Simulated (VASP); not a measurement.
LuAs:

```
Lu As
1.0
     0.00000    2.83819    2.83819
     2.83819    0.00000    2.83819
     2.83819    2.83819    0.00000
Lu As
1 1
Cartesian
  2.8382 2.8382 2.8382
  0.0000 0.0000 0.0000
```

The cell is a database's computed one.

| Item | Value |
| --- | --- |
| Program | VASP 6.6.1 |
| Task | relaxation of cell and atoms |
| Functional | PBEsol |
| Potentials or basis | VASP PAW PBE potentials, release 64 (Lu, As) |
| Cutoff | 600 eV |
| k mesh | 12 × 12 × 12 |
| Occupations | gaussian, width 0.1 eV |
| Spin | no spin polarisation |

At the start: pressure -2.4 GPa; volume 22.86 Å³/atom.

**Question.** How do energy, volume and symmetry change on relaxing?

**Answer.** Over 9 steps the energy falls by 5.3 meV/atom and the volume is 22.19 Å³/atom (-2.9 %); space group Fm-3m (No. 225, to 0.05 Å).

The path:
```
step  energy change (eV)  largest force (eV/Å)  pressure (GPa)  volume (Å³)
   1              0.0000                0.0000           -2.38        45.73
   2             -0.0061                0.0000            1.69        43.52
   3             -0.0106                0.0000            0.15        44.36
   4             -0.0106                0.0000           -0.11        44.44
   5             -0.0106                0.0000           -0.12        44.41
   6             -0.0106                0.0000           -0.12        44.40
   7             -0.0106                0.0000           -0.07        44.39
   8             -0.0106                0.0000           -0.04        44.39
   9             -0.0106                0.0000           -0.01        44.39
```

Final structure:
```
Lu As
1.0
     0.00000    2.81024    2.81024
     2.81024    0.00000    2.81024
     2.81024    2.81024    0.00000
Lu As
1 1
Direct
  0.50000 0.50000 0.50000
  0.00000 0.00000 0.00000
```

Caveat: the PAW data sets were made with another functional, which shifts forces and pressure a little.
